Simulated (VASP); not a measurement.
Input for VASP

### INCAR
```
ENCUT = 620
NELM = 100   ! most electronic steps
ALGO = Normal   ! blocked Davidson
LCHARG = .FALSE.
ISIF = 3
PREC = Accurate
LREAL = .FALSE.   ! projection in real space or not
NSW = 40
IBRION = 2   ! conjugate gradients
SIGMA = 0.05
LASPH = .TRUE.   ! aspherical one-centre terms
EDIFF = 1E-6   ! SCF stop (eV)
ISMEAR = 0   ! Gaussian
LMAXMIX = 4   ! l cut-off of mixed one-centre charges
PSTRESS = 50   ! kbar
EDIFFG = -0.02   ! ionic stop
SYSTEM = BaZrO3
LWAVE = .FALSE.
```

POSCAR:
```
BaZrO3
1
    4.1207961937    -0.0000000000    -0.0000000000
    0.0000000000     4.1207961937    -0.0000000000
   -0.0000000000    -0.0000000000     4.1207961937
Ba Zr O
1 1 3
Direct
  0.0000000000   0.0000000000   0.0000000000
  0.5000000000   0.5000000000   0.5000000000
  0.5000000000   0.0000000000   0.5000000000
  0.0000000000   0.5000000000   0.5000000000
  0.5000000000   0.5000000000   0.0000000000
```

### KPOINTS
```
kpoints
0
Gamma
6 6 6
```

POTCAR, in this order: Ba_sv Zr_sv O (LDA.64 set). Program: vasp_std.

Q: Write an equivalent input for Ansatz.

A: One equivalent input (not run):
Ansatz 0.2 input:
```yaml
crystal:
  lattice:
    - [4.1207962, 0.0000000, 0.0000000]
    - [0.0000000, 4.1207962, 0.0000000]
    - [0.0000000, 0.0000000, 4.1207962]
  atoms:
    - { symbol: Ba, position: [0.0000000, 0.0000000, 0.0000000] }
    - { symbol: Zr, position: [0.5000000, 0.5000000, 0.5000000] }
    - { symbol: O, position: [0.5000000, 0.0000000, 0.5000000] }
    - { symbol: O, position: [0.0000000, 0.5000000, 0.5000000] }
    - { symbol: O, position: [0.5000000, 0.5000000, 0.0000000] }
kpoints:
  mp_grid: { grid: [6, 6, 6] }
hamiltonian:
  xc: lda
  pseudopotentials: { kind: paw }
scf:
  occupations: { method: gaussian, width: 0.05 }
  max_iter: 100
relax:
  max_steps: 40
  f_tol: 0.02
  cell: { p_target: 5 }
output: { forces: true, stress: true, eigenvalues: true }
```
What does not carry over: each code has its own PAW files, so the cut-off isn't converted (ENCUT is set for VASP's; basis.ecutwfc is left out, and Ansatz then takes the one that its files recommend); Ansatz stops its SCF on the density residual and VASP on the energy change (EDIFF); Ansatz's lda is the Perdew-Wang form, while the LDA potentials of VASP carry Perdew-Zunger's.

The compound is BaZrO3 in the cubic perovskite structure. It was relaxed first under an external pressure of 5 GPa.
